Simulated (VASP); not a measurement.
These are PBE GGA, VASP's PBE PAW potentials (set 64) (plane waves; VASP) values and carry that method's errors.

VASP ran on this input.

### POSCAR
```
Re
1
    1.3497720000    -2.3483580000     0.0000000000
    1.3497720000     2.3483580000     0.0000000000
    0.0000000000     0.0000000000     4.4494970000
Re
2
Direct
  0.3333330000   0.6666670000   0.2500000000
  0.6829170000   0.3495830000   0.7500000000
```

### KPOINTS
```
kpoints
0
gamma
  14 14 8
0 0 0
```

### INCAR
```
ALGO = Normal
EDIFF = 1E-6
ENCUT = 800
GGA = PE
ISIF = 2
ISMEAR = 1
LASPH = T
LCHARG = F
LMAXMIX = 6
LREAL = F
LWAVE = F
NELM = 100
PREC = Accurate
SIGMA = 0.1
SYSTEM = Re
```

POTCAR, in this order: Re (PBE.64 set). Program: vasp_std.

Output

### OSZICAR
```
       N       E                     dE             d eps       ncg     rms          rms(c)
DAV:   1     0.547751100313E+02    0.54775E+02   -0.84786E+03 18187   0.211E+03
DAV:   2    -0.161410400069E+02   -0.70916E+02   -0.60617E+02 17468   0.351E+02
DAV:   3    -0.253717729321E+02   -0.92307E+01   -0.72678E+01 17668   0.346E+02
DAV:   4    -0.260159574213E+02   -0.64418E+00   -0.56874E+00 20213   0.500E+01
DAV:   5    -0.260396651655E+02   -0.23708E-01   -0.22318E-01 18841   0.521E+00    0.463E+01
DAV:   6    -0.250945448347E+02    0.94512E+00   -0.81984E-01 20595   0.290E+01    0.202E+01
DAV:   7    -0.247351975281E+02    0.35935E+00   -0.68693E-01 21026   0.254E+01    0.546E-01
DAV:   8    -0.247232302380E+02    0.11967E-01   -0.96486E-03 21289   0.105E+00    0.159E-01
DAV:   9    -0.247225001456E+02    0.73009E-03   -0.51581E-04 20849   0.241E-01    0.378E-02
DAV:  10    -0.247225141458E+02   -0.14000E-04   -0.50053E-05 18271   0.639E-02    0.510E-03
DAV:  11    -0.247225142646E+02   -0.11883E-06   -0.23802E-07  9984   0.207E-02
   1 F= -.24722514E+02 E0= -.24722574E+02  d E =0.178455E-03
```

File OUTCAR:
```
------------------------ aborting loop because EDIFF is reached ----------------------------------------
  FORCE on cell =-STRESS in cart. coord.  units (eV):
  Direction    XX          YY          ZZ          XY          YZ          ZX
  --------------------------------------------------------------------------------------
  Total        5.0040642      4.7001956      3.2715309     -0.1038516      0.0000000      0.0000000
  in kB      284.2286302    266.9690266    185.8215075     -5.8987258      0.0000000      0.0000000
  external PRESSURE =     245.6730547 kB  Pullay stress =       0.0000000 kB
  volume of cell :       28.21
      direct lattice vectors                 reciprocal lattice vectors
     1.349772000 -2.348358000  0.000000000     0.370432932 -0.212914726  0.000000000
     1.349772000  2.348358000  0.000000000     0.370432932  0.212914726  0.000000000
     0.000000000  0.000000000  4.449497000     0.000000000  0.000000000  0.224744505
 POSITION                                       TOTAL-FORCE (eV/Angst)
 -----------------------------------------------------------------------------------
      1.34977      0.78279      1.11237         0.246901     -0.011472      0.000000
      1.39364     -0.78279      3.33712        -0.246901      0.011472      0.000000
 -----------------------------------------------------------------------------------
    total drift:                               -0.000000      0.000000     -0.000000
  FREE ENERGIE OF THE ION-ELECTRON SYSTEM (eV)
  ---------------------------------------------------
  free  energy   TOTEN  =       -24.7225142646 eV

  energy  without entropy=      -24.7226927198  energy(sigma->0) =      -24.72257375
```
(Selected blocks of OUTCAR.)

The compound is Re in the hcp structure. The cell was not relaxed at this level, atoms are displaced from their ideal sites. The run is one of a series of settings (ENCUT = 800 against the base run), some of them coarse on purpose.
